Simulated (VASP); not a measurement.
# Cs2Ba (Fm-3m) in VASP: reference runs

Reference runs on Cs2Ba: the cell as given.

All numbers are computed with VASP 6.6.1; they aren't measurements. Logs are shortened: lines on timing, memory, paths and dates and some standing lists are left out, and cuts for length are marked.

**1. Starting point**

It takes space group Fm-3m (No. 225, cubic). Conventional cell: a = 8.288 Å, b = 8.288 Å, c = 8.288 Å, α = 90.00°, β = 90.00°, γ = 90.00°. Around Cs (site symmetry -43m) lie 4 Ba at 3.59 Å. Ba (site symmetry m-3m) is surrounded by 8 Cs at 3.59 Å.

The cell was built by a generator and needn't be a form met in nature.

**2. Single point, PBE**

INCAR

```
ALGO = Normal ; EDIFF = 1E-7
ENCUT = 520 ; GGA = PE
ISIF = 2 ; ISMEAR = -1
LASPH = True ; LCHARG = False
LREAL = False ; LWAVE = False
NBANDS = 21 ; NELM = 60
PREC = Accurate ; SIGMA = 0.05
```

KPOINTS

```
k-points
0
Gamma
  6 6 6
```

POSCAR

```
Cs2Ba
1.0
    0.0000000000      4.1442049100      4.1442049100
    4.1442049100      0.0000000000      4.1442049100
    4.1442049100      4.1442049100      0.0000000000
Cs Ba
2 1
Direct
    0.7500000000      0.7500000000      0.7500000000
    0.2500000000      0.2500000000      0.2500000000
    0.0000000000      0.0000000000      0.0000000000
```

Potentials or basis: VASP PAW PBE potentials, release 64 (Cs_sv, Ba_sv).

The run is started by

```
$ cat potpaw_PBE.64/Cs_sv/POTCAR potpaw_PBE.64/Ba_sv/POTCAR > POTCAR
$ mpirun -np 1 vasp_std > vasp.out
```

OUTCAR:

```text
EDIFF = 1E-7
   ENCUT = 520
   GGA = PE
   ISIF = 2
   ISMEAR = -1
   LASPH = True
   LREAL = False
   NELM = 60
   PREC = Accurate

 ion  position               nearest neighbor table
   1  0.750  0.750  0.750-   3 3.59   3 3.59   3 3.59   3 3.59
   2  0.250  0.250  0.250-   3 3.59   3 3.59   3 3.59   3 3.59
   3  0.000  0.000  0.000-   1 3.59   2 3.59   1 3.59   1 3.59   1 3.59   2 3.59   2 3.59   2 3.59

  LATTYP: Found a face centered cubic cell.
 ALAT       =     8.2884098200

  Lattice vectors:

 A1 = (   0.0000000000,   4.1442049100,   4.1442049100)
 A2 = (   4.1442049100,   0.0000000000,   4.1442049100)
 A3 = (   4.1442049100,   4.1442049100,   0.0000000000)

Analysis of symmetry for initial positions (statically):
=====================================================================
 Subroutine PRICEL returns:
 Original cell was already a primitive cell.

 Routine SETGRP: Setting up the symmetry group for a
 face centered cubic supercell.

 Subroutine GETGRP returns: Found 48 space group operations
 (whereof 48 operations were pure point group operations)
 out of a pool of 48 trial point group operations.

The static configuration has the point symmetry O_h .

Analysis of symmetry for dynamics (positions and initial velocities):
=====================================================================
 Subroutine PRICEL returns:
 Original cell was already a primitive cell.

 Routine SETGRP: Setting up the symmetry group for a
 face centered cubic supercell.

 Subroutine GETGRP returns: Found 48 space group operations
 (whereof 48 operations were pure point group operations)
 out of a pool of 48 trial point group operations.

The dynamic configuration has the point symmetry O_h .

 Subroutine INISYM returns: Found 48 space group operations
 (whereof 48 operations are pure point group operations),
 and found     1 'primitive' translations

----------------------------------------------------------------------------------------

                                     Primitive cell

  volume of cell :     142.3488

  direct lattice vectors                    reciprocal lattice vectors
     0.000000000  4.144204910  4.144204910    -0.120650405  0.120650405  0.120650405
     4.144204910  0.000000000  4.144204910     0.120650405 -0.120650405  0.120650405
     4.144204910  4.144204910  0.000000000     0.120650405  0.120650405 -0.120650405

  length of vectors
     5.860790789  5.860790789  5.860790789     0.208972631  0.208972631  0.208972631

  position of ions in fractional coordinates (direct lattice)
     0.750000000  0.750000000  0.750000000
     0.250000000  0.250000000  0.250000000
     0.000000000  0.000000000  0.000000000

  ion indices of the primitive-cell ions
   primitive index   ion index
                 1           1
                 2           2
                 3           3

----------------------------------------------------------------------------------------

 KPOINTS: k-points

Automatic generation of k-mesh.
 Grid dimensions read from file:
 generate k-points for:    6    6    6

 Generating k-lattice:

  Cartesian coordinates                     Fractional coordinates (reciprocal lattice)
    -0.020108401  0.020108401  0.020108401     0.166666667  0.000000000  0.000000000
     0.020108401 -0.020108401  0.020108401     0.000000000  0.166666667  0.000000000
     0.020108401  0.020108401 -0.020108401     0.000000000  0.000000000  0.166666667

  Length of vectors
     0.034828772  0.034828772  0.034828772

  Shift w.r.t. Gamma in fractional coordinates (k-lattice)
     0.000000000  0.000000000  0.000000000

 Subroutine IBZKPT returns following result:
 ===========================================

 Found     16 irreducible k-points:

 Following reciprocal coordinates:
            Coordinates               Weight
  0.000000  0.000000  0.000000      1.000000
  0.166667  0.000000  0.000000      8.000000
  0.333333  0.000000  0.000000      8.000000
  0.500000  0.000000  0.000000      4.000000
  0.166667  0.166667  0.000000      6.000000
  0.333333  0.166667  0.000000     24.000000
[... 8 lines left out ...]
 -0.333333  0.333333  0.166667     24.000000
 -0.333333  0.500000  0.166667     12.000000
   k-points           NKPTS =     16   k-points in BZ     NKDIM =     16   number of bands    NBANDS=     21
   number of dos      NEDOS =    301   number of ions     NIONS =      3
   total plane-waves  NPLWV = 110592
   dimension x,y,z NGX =    48 NGY =   48 NGZ =   48
   dimension x,y,z NGXF=    96 NGYF=   96 NGZF=   96
   ions per type =               2   1
   NGX,Y,Z   is equivalent  to a cutoff of  13.62, 13.62, 13.62 a.u.
   NGXF,Y,Z  is equivalent  to a cutoff of  27.23, 27.23, 27.23 a.u.
 SYSTEM =  unknown system
   PREC   = accura    normal or accurate (medium, high low for compatibility)
   ISTART =      0    job   : 0-new  1-cont  2-samecut
   ICHARG =      2    charge: 1-file 2-atom 10-const
   ISPIN  =      1    spin polarized calculation?
   LNONCOLLINEAR =      F non collinear calculations
   LSORBIT =      F    spin-orbit coupling
   LASPH  =      T    aspherical Exc in radial PAW
   ENCUT  =  520.0 eV  38.22 Ry    6.18 a.u.  10.90 10.90 10.90*2*pi/ulx,y,z
   NELM   =     60;   NELMIN=  2; NELMDL= -5     # of ELM steps
   EDIFF  = 0.1E-06   stopping-criterion for ELM
   LREAL  =      F    real-space projection
   EDIFFG = 0.1E-05   stopping-criterion for IOM
   NSW    =      0    number of steps for IOM
   IBRION =     -1    ionic relax: 0-MD 1-quasi-New 2-CG
   NFREE  =      0    steps in history (QN), initial steepest desc. (CG)
   ISIF   =      2    stress and relaxation
   ISYM   =      2    0-nonsym 1-usesym 2-fastsym
   POTIM  = 0.5000    time-step for ionic-motion
   TEBEG  =    0.0;   TEEND  =   0.0 temperature during run
   PSTRESS=    0.0 pullay stress
   NELECT =      28.0000    total number of electrons
   NUPDOWN=      -1.0000    fix difference up-down
   EMIN   =  10.00;   EMAX   =-10.00  energy-range for DOS
   EFERMI =   0.00;   METHOD = LEGACY
   ISMEAR =    -1;   SIGMA  =   0.05  broadening in eV -4-tet -1-fermi 0-gaus
   EFERMI_NEDOS =   21; number of points for ismear=-14 and -15
   IALGO  =     38    algorithm
   IMIX   =      4    mixing-type and parameters
     AMIX     =   0.40;   BMIX     =  1.00
     AMIX_MAG =   1.60;   BMIX_MAG =  1.00
  volume/ion in A,a.u.               =      47.45       320.21
  Fermi-wavevector in a.u.,A,eV,Ry     =   0.952086  1.799182 12.333249  0.906468
  Thomas-Fermi vector in A             =   2.080617
   LORBIT       =      0    0 simple, 1 ext, 2 COOP (PROOUT), +10 PAW based schemes
   GGA     = PE    functional components
   LHFCALC =     F    Hartree Fock is set to
   AEXX    =    0.0000 exact exchange contribution
   IVDW    =     0    specifies the selected vdW correction
   LEPSILON=     F    determine dielectric tensor
   LRPA    =     F    only Hartree local field effects (RPA)
 non-spin polarized calculation
  energy-cutoff  :      520.00
  volume of cell :      142.35
 maximum number of plane-waves:      3860
 NGX is ok and might be reduce to    48
   NGX = 21   NGY = 21   NGZ = 21

 number of electron      28.0000000 magnetization

 Free energy of the ion-electron system (eV)
  ---------------------------------------------------
  ext. energy  EPLUGINS =         0.00000000
  ---------------------------------------------------
  free energy    TOTEN  =        -0.35921396 eV

  energy without entropy =       -0.30355427  energy(sigma->0) =       -0.33138412

 E-fermi :   3.2898     XC(G=0):  -8.2464

 val. band max:        3.2893253148   @ k =  -0.3333   0.3333   0.1667
 cond. band min:       3.3115479457   @ k =   0.5000   0.1667   0.0000
 fundamental gap:      0.0222226309
 Fermi energy:         3.2897863929

 k-point     1 :       0.0000    0.0000    0.0000
  band No.  band energies     occupation
      1     -26.0543      2.00000
      2     -20.3581      2.00000
      3     -20.1721      2.00000
      4     -11.4475      2.00000
      5     -11.4475      2.00000
      6     -11.4475      2.00000
[... 13 lines left out ...]
     20       5.3140      0.00000
     21       5.3140      0.00000

 k-point     2 :       0.1667    0.0000    0.0000
  band No.  band energies     occupation
      1     -26.0527      2.00000
      2     -20.3506      2.00000
      3     -20.1865      2.00000
      4     -11.4569      2.00000
      5     -11.4569      2.00000
      6     -11.4430      2.00000
[... 13 lines left out ...]
     20       5.3983      0.00000
     21       5.4343      0.00000

 k-point     3 :       0.3333    0.0000    0.0000
  band No.  band energies     occupation
      1     -26.0495      2.00000
      2     -20.3249      2.00000
      3     -20.2263      2.00000
      4     -11.4754      2.00000
      5     -11.4754      2.00000
      6     -11.4274      2.00000
[... 13 lines left out ...]
     20       5.7683      0.00000
     21       5.7683      0.00000

 k-point     4 :       0.5000    0.0000    0.0000
  band No.  band energies     occupation
      1     -26.0478      2.00000
      2     -20.2866      2.00000
      3     -20.2718      2.00000
      4     -11.4845      2.00000
      5     -11.4845      2.00000
      6     -11.4163      2.00000
[... 13 lines left out ...]
     20       5.9605      0.00000
     21       5.9605      0.00000

 k-point     5 :       0.1667    0.1667    0.0000
  band No.  band energies     occupation
      1     -26.0521      2.00000
      2     -20.3495      2.00000
      3     -20.1898      2.00000
      4     -11.4696      2.00000
      5     -11.4696      2.00000
      6     -11.4232      2.00000
[... 13 lines left out ...]
     20       5.8485      0.00000
     21       5.8485      0.00000

 k-point     6 :       0.3333    0.1667    0.0000
  band No.  band energies     occupation
      1     -26.0495      2.00000
      2     -20.3332      2.00000
      3     -20.2176      2.00000
      4     -11.4897      2.00000
      5     -11.4813      2.00000
      6     -11.4109      2.00000
[... 13 lines left out ...]
     20       5.6932      0.00000
     21       6.2644      0.00000

 k-point     7 :       0.5000    0.1667    0.0000
  band No.  band energies     occupation
      1     -26.0473      2.00000
      2     -20.2983      2.00000
      3     -20.2619      2.00000
      4     -11.4972      2.00000
      5     -11.4758      2.00000
      6     -11.4190      2.00000
[... 13 lines left out ...]
     20       5.8599      0.00000
     21       6.0496      0.00000

 k-point     8 :      -0.3333    0.1667    0.0000
  band No.  band energies     occupation
      1     -26.0479      2.00000
      2     -20.3081      2.00000
      3     -20.2499      2.00000
      4     -11.4849      2.00000
      5     -11.4703      2.00000
      6     -11.4339      2.00000
[... 13 lines left out ...]
     20       5.9066      0.00000
     21       6.0321      0.00000

 k-point     9 :      -0.1667    0.1667    0.0000
  band No.  band energies     occupation
      1     -26.0505      2.00000
      2     -20.3381      2.00000
      3     -20.2083      2.00000
      4     -11.4718      2.00000
      5     -11.4647      2.00000
      6     -11.4370      2.00000
[... 13 lines left out ...]
     20       5.4706      0.00000
     21       5.6167      0.00000

 k-point    10 :       0.3333    0.3333    0.0000
  band No.  band energies     occupation
      1     -26.0479      2.00000
      2     -20.3321      2.00000
      3     -20.2248      2.00000
      4     -11.5130      2.00000
      5     -11.5130      2.00000
      6     -11.3696      2.00000
[... 13 lines left out ...]
     20       6.0096      0.00000
     21       6.7166      0.00000

 k-point    11 :       0.5000    0.3333    0.0000
  band No.  band energies     occupation
      1     -26.0462      2.00000
      2     -20.3154      2.00000
      3     -20.2483      2.00000
      4     -11.5221      2.00000
      5     -11.5114      2.00000
      6     -11.3700      2.00000
[... 13 lines left out ...]
     20       5.3366      0.00000
     21       6.3410      0.00000

 k-point    12 :      -0.3333    0.3333    0.0000
  band No.  band energies     occupation
      1     -26.0462      2.00000
      2     -20.2840      2.00000
      3     -20.2803      2.00000
      4     -11.5082      2.00000
      5     -11.4766      2.00000
      6     -11.4157      2.00000
[... 13 lines left out ...]
     20       5.6960      0.00000
     21       5.9766      0.00000

 k-point    13 :       0.5000    0.5000    0.0000
  band No.  band energies     occupation
      1     -26.0457      2.00000
      2     -20.3232      2.00000
      3     -20.2421      2.00000
      4     -11.5344      2.00000
      5     -11.5344      2.00000
      6     -11.3397      2.00000
[... 13 lines left out ...]
     20       4.8660      0.00000
     21       6.5095      0.00000

 k-point    14 :       0.5000    0.3333    0.1667
  band No.  band energies     occupation
      1     -26.0473      2.00000
      2     -20.3150      2.00000
      3     -20.2447      2.00000
      4     -11.5093      2.00000
      5     -11.4790      2.00000
      6     -11.4072      2.00000
[... 13 lines left out ...]
     20       6.0079      0.00000
     21       6.0230      0.00000

 k-point    15 :      -0.3333    0.3333    0.1667
  band No.  band energies     occupation
      1     -26.0462      2.00000
      2     -20.2840      2.00000
      3     -20.2803      2.00000
      4     -11.5205      2.00000
      5     -11.4472      2.00000
      6     -11.4329      2.00000
[... 13 lines left out ...]
     20       5.9272      0.00000
     21       5.9601      0.00000

 k-point    16 :      -0.3333    0.5000    0.1667
  band No.  band energies     occupation
      1     -26.0457      2.00000
      2     -20.3033      2.00000
      3     -20.2627      2.00000
      4     -11.5356      2.00000
      5     -11.4838      2.00000
      6     -11.3864      2.00000
[... 13 lines left out ...]
     20       5.3004      0.00000
     21       6.2942      0.00000

------------------------ aborting loop because EDIFF is reached ----------------------------------------

  FORCE on cell =-STRESS in cart. coord.  units (eV):
  Direction    XX          YY          ZZ          XY          YZ          ZX
  --------------------------------------------------------------------------------------
  -------------------------------------------------------------------------------------
  Total        3.8639413      3.8639413      3.8639413      0.0000000     -0.0000000      0.0000000
  in kB       43.4898029     43.4898029     43.4898029      0.0000000     -0.0000000      0.0000000
  external PRESSURE =      43.4898029 kB  Pullay stress =       0.0000000 kB

 VOLUME and BASIS-vectors are now :
 -----------------------------------------------------------------------------
  energy-cutoff  :      520.00
  volume of cell :      142.35
      direct lattice vectors                 reciprocal lattice vectors
     0.000000000  4.144204910  4.144204910    -0.120650405  0.120650405  0.120650405
     4.144204910  0.000000000  4.144204910     0.120650405 -0.120650405  0.120650405
     4.144204910  4.144204910  0.000000000     0.120650405  0.120650405 -0.120650405

 POSITION                                       TOTAL-FORCE (eV/Angst)
 -----------------------------------------------------------------------------------
      6.21631      6.21631      6.21631         0.000000     -0.000000     -0.000000
      2.07210      2.07210      2.07210         0.000000      0.000000     -0.000000
      0.00000      0.00000      0.00000        -0.000000     -0.000000      0.000000
 -----------------------------------------------------------------------------------
    total drift:                               -0.000000     -0.000000     -0.000000

  FREE ENERGIE OF THE ION-ELECTRON SYSTEM (eV)
  ---------------------------------------------------
  free  energy   TOTEN  =        -0.3592139605 eV

  energy  without entropy=       -0.3035542712  energy(sigma->0) =       -0.33138412
```

Run time: 2.3 min. Hardware: 1 thread of Intel Xeon Platinum 8175M at 2.50GHz (Skylake/Cascade Lake), shared host; peak memory 0.32 GiB.

Results:

```yaml
Free_energy: -0.3592 eV
Pressure: 4.3 GPa
Band_gap_on_the_k_mesh: none (metal or under the smearing width)
```

Spin-orbit coupling is left out, which matters for the levels of Ba, Cs.
